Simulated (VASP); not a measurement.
The system is Ni.

```
Ni
1.0
     0.00000    1.76194    1.76194
     1.76194    0.00000    1.76194
     1.76194    1.76194    0.00000
Ni
1
Direct
  0.00000 0.00000 0.00000
```

- Program: VASP 6.6.1
- Task: relaxation of cell and atoms
- Functional: LDA
- Potentials or basis: VASP PAW LDA potentials, release 64 (Ni)
- Cutoff: 600 eV
- k mesh: 18 × 18 × 18
- Occupations: methfessel-paxton, width 0.1 eV
- Spin: collinear spin, ferromagnetic start
- Starting moments: [2.0] μB

At the start: pressure -18.0 GPa; volume 10.94 Å³/atom.

Q: Where does the relaxation end?

A: Over 4 steps the energy falls by 56.3 meV/atom and the volume is 10.02 Å³/atom (-8.4 %); space group Fm-3m (No. 225, to 0.05 Å); moment 0.60 μB per cell.

The path:
```tsv
step	energy change (eV)	largest force (eV/Å)	pressure (GPa)	volume (Å³)
1	0.0000	0.0000	-17.96	10.94
2	0.0227	0.0000	30.56	9.11
3	-0.0563	0.0000	-0.48	10.04
4	-0.0563	0.0000	-0.09	10.02
```

Final structure:
```
CELL_PARAMETERS angstrom
0.00000 1.71108 1.71108
1.71108 0.00000 1.71108
1.71108 1.71108 0.00000
ATOMIC_POSITIONS crystal
Ni 0.00000 0.00000 0.00000
```
